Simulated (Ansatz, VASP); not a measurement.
## Two plane-wave programs on YHg

Contents of INCAR:

```
SYSTEM = YHg
  PREC = Accurate
  ENCUT = 600
  EDIFF = 1E-6
  ISMEAR = 0
  SIGMA = 0.1
  LREAL = .False.
  LASPH = .True.
  NELM = 100
  ALGO = Fast
  ISIF = 3
  LWAVE = .False.
  LCHARG = .False.
  GGA = CA
  IBRION = 2
  NSW = 70
  EDIFFG = -0.005
```

File KPOINTS:

```
Automatic mesh
0
Gamma
  12 12 12
  0 0 0
```

File POSCAR:

```
YHg
1.0
    3.7274211144      0.0000000000      0.0000000000
    0.0000000000      3.7274211144      0.0000000000
    0.0000000000      0.0000000000      3.7274211144
Y Hg
1 1
Direct
    0.5000000000      0.5000000000      0.5000000000
    0.0000000000      0.0000000000      0.0000000000
```

Input for Ansatz:

```yaml
crystal:
  lattice:
    - [3.7274211144, 0.0, 0.0]
    - [0.0, 3.7274211144, 0.0]
    - [0.0, 0.0, 3.7274211144]
  atoms:
    - { symbol: "Y", position: [0.5, 0.5, 0.5] }
    - { symbol: Hg, position: [0.0, 0.0, 0.0] }
basis:
  ecutwfc: 420
kpoints:
  mp_grid: { grid: [12, 12, 12] }
hamiltonian:
  xc: lda
scf:
  occupations: { method: gaussian, width: 0.1 }
output:
  forces: true
  stress: true
  eigenvalues: true
relax:
  adjacent_minimum: "off"
  f_tol: 0.005
  max_steps: 50
  cell: { stress_tol: 0.05 }
```

Alike in both runs: task relaxation of cell and atoms; functional LDA; k mesh 12 × 12 × 12; occupations gaussian, width 0.1 eV; no spin polarisation.

```csv
,VASP,Ansatz
version,VASP 6.6.1,Ansatz 0.2.0
potentials or method,"VASP PAW LDA potentials, release 64 (Y_sv, Hg)","scalar-relativistic, plane waves, PAW"
plane-wave cutoff (eV),600,420
valence electrons in the cell,23,31
```

VASP gave:

```
gap on the k mesh at the Fermi level, each at its own relaxed structure (eV) : none
relaxed volume (Å³/atom)                                                     : 23.91
relaxed cell length with the largest relative difference (Å)                 : 3.629
energy change over the relaxation (meV/atom)                                 : -36
```

Q: Estimate Ansatz's values.

A: gap on the k mesh at the Fermi level, each at its own relaxed structure (eV): none; relaxed volume (Å³/atom): 23.81; relaxed cell length with the largest relative difference (Å): 3.625; energy change over the relaxation (meV/atom): -40.

A gap of «none» marks a metal or a gap that the smearing closes. The two sets of potentials don't hold the same shells in valence.

The runs have no spin-orbit coupling, so splittings on Hg are missing. LDA usually gives volumes a few per cent too small. Zero-point motion and thermal expansion aren't in these numbers.
